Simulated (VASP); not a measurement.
Output of a VASP run:

File OSZICAR:
```
       N       E                     dE             d eps       ncg     rms          rms(c)
DAV:   1     0.106256374469E+03    0.10626E+03   -0.84874E+03   754   0.115E+03
DAV:   2    -0.146838350549E+01   -0.10772E+03   -0.10318E+03   864   0.287E+02
DAV:   3    -0.660432346173E+01   -0.51359E+01   -0.51200E+01   889   0.639E+01
DAV:   4    -0.664480867031E+01   -0.40485E-01   -0.40477E-01   864   0.572E+00
DAV:   5    -0.664542752381E+01   -0.61885E-03   -0.61885E-03   894   0.690E-01    0.601E+00
DAV:   6    -0.606704599069E+01    0.57838E+00   -0.11848E+00  1005   0.129E+01    0.505E+00
DAV:   7    -0.605322897808E+01    0.13817E-01   -0.17037E-01   774   0.334E+00    0.267E+00
DAV:   8    -0.605285707104E+01    0.37191E-03   -0.14748E-02   839   0.170E+00    0.203E-01
DAV:   9    -0.605282046603E+01    0.36605E-04   -0.18351E-03   859   0.597E-01    0.796E-02
DAV:  10    -0.605305574312E+01   -0.23528E-03   -0.29302E-04   784   0.152E-01    0.899E-02
DAV:  11    -0.605315050130E+01   -0.94758E-04   -0.13389E-04   769   0.966E-02    0.193E-02
DAV:  12    -0.605314398325E+01    0.65180E-05   -0.18694E-05   981   0.548E-02    0.547E-03
DAV:  13    -0.605314555219E+01   -0.15689E-05   -0.32532E-06   764   0.126E-02    0.754E-03
DAV:  14    -0.605314546738E+01    0.84806E-07   -0.15868E-07   813   0.406E-03
   1 F= -.60531455E+01 E0= -.60531455E+01  d E =-.873319E-14
```

OUTCAR:
```
------------------------ aborting loop because EDIFF is reached ----------------------------------------
  FORCE on cell =-STRESS in cart. coord.  units (eV):
  Direction    XX          YY          ZZ          XY          YZ          ZX
  --------------------------------------------------------------------------------------
  Total       -1.6642174     -1.6642174     -1.6642174      0.0000000      0.0000000     -0.0000000
  in kB      -45.6759647    -45.6759647    -45.6759647      0.0000000      0.0000000     -0.0000000
  external PRESSURE =     -45.6759647 kB  Pullay stress =       0.0000000 kB
  volume of cell :       58.38
      direct lattice vectors                 reciprocal lattice vectors
     0.000000000  3.078938207  3.078938207    -0.162393646  0.162393646  0.162393646
     3.078938207  0.000000000  3.078938207     0.162393646 -0.162393646  0.162393646
     3.078938207  3.078938207  0.000000000     0.162393646  0.162393646 -0.162393646
  FREE ENERGIE OF THE ION-ELECTRON SYSTEM (eV)
  ---------------------------------------------------
  free  energy   TOTEN  =        -6.0531454674 eV

  energy  without entropy=       -6.0531454674  energy(sigma->0) =       -6.05314547
```
(Selected blocks of OUTCAR.)

### POSCAR
```
CdS
1
    0.0000000000     3.0789382069     3.0789382069
    3.0789382069     0.0000000000     3.0789382069
    3.0789382069     3.0789382069     0.0000000000
Cd S
1 1
Direct
  0.0000000000   0.0000000000   0.0000000000
  0.2500000000   0.2500000000   0.2500000000
```

### Question
Write an INCAR and KPOINTS that could have produced this output.

### Answer
Several could match; the one computed here: the input of the run itself, PBE GGA, plane waves, VASP's PBE PAW potentials (set 64).

### INCAR
```
# general
SYSTEM  = CdS
PREC    = Accurate
ENCUT   = 480
LREAL   = .FALSE.   # projection in real space or not
LASPH   = .TRUE.   # aspherical one-centre terms

# electronic loop
EDIFF   = 1E-7   # SCF stop (eV)
NELM    = 100   # most electronic steps
ALGO    = Normal
LMAXMIX = 4   # l cut-off of mixed one-centre charges

# smearing
ISMEAR  = 0   # Gaussian
SIGMA   = 0.05   # width (eV)

# functional
GGA     = PE

# ions
ISIF    = 2   # forces and stress, cell fixed

# output
LWAVE   = .FALSE.
LCHARG  = .FALSE.
```

### KPOINTS
```
Regular mesh
0
G
  8 8 8
0 0 0
```

POTCAR, in this order: Cd S (PBE.64 set). Program: vasp_std.

The compound is CdS in the zinc blende structure, a metastable form; wurtzite is the usual one. This cell was strained or had an atom moved on purpose.
